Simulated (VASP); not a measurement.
Here is the system:

```
CELL_PARAMETERS angstrom
      4.02329     0.00000     0.00000
      0.00000     4.02329     0.00000
      0.00000     0.00000     4.02329
ATOMIC_POSITIONS crystal
  Sr 0.00000 0.00000 0.00000
  Te 0.50000 0.50000 0.50000
```

Computed with PBEsol GGA, VASP's PBE PAW potentials (set 64) (plane waves; VASP). Settings: 500 eV cut-off, 7×7×7 Γ-centred mesh, Gaussian smearing of 0.050 eV, potentials Sr_sv Te.

Energy and stress use the plane-wave basis of the starting cell.

Task: The ions, cell shape and volume at an external pressure of 5.0 GPa are relaxed. Predict the relaxed structure.

Result: 
```
CELL_PARAMETERS angstrom
      3.88679     0.00000     0.00000
      0.00000     3.88679     0.00000
      0.00000     0.00000     3.88679
ATOMIC_POSITIONS crystal
  Sr 0.00000 0.00000 0.00000
  Te 0.50000 0.50000 0.50000
```
Space group Pm-3m (221), at a tolerance of 0.03 Å.

Task: How do energy and volume change from the first to the last step?

Result: The energy (σ→0) changes by +44.9 meV/atom and the volume by -9.8 %, in 3 ionic steps.

The structure was generated: SrTe was put into the CsCl type type (Pm-3m), which need not be its known phase. This run relaxes it under an external pressure of 5 GPa. Symmetry was kept, so distortions that lower it aren't found.
